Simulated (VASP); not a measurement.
Consider the following.

```xyz
2
Lattice="0.0000 2.0528 2.0528 2.0528 0.0000 2.0528 2.0528 2.0528 0.0000" Properties=species:S:1:pos:R:3 pbc="T T T"
Li     0.0000     0.0000     0.0000
F      2.0528     2.0528     2.0528
```

Computed with vdW-DF2, VASP's PBE PAW potentials (set 64) (plane waves; VASP). Settings: 520 eV cut-off, 11×11×11 Γ-centred mesh, Gaussian smearing of 0.050 eV, potentials Li_sv F.

Give the stress tensor in GPa (positive for a compressed cell).

```
-1.82   0.00   0.00
 0.00  -1.82   0.00
 0.00   0.00  -1.82
```
The pressure is its mean diagonal, -1.82 GPa.

The compound is LiF in the rock salt structure. This cell is one point of a volume scan, at 1.03 of the reference volume.
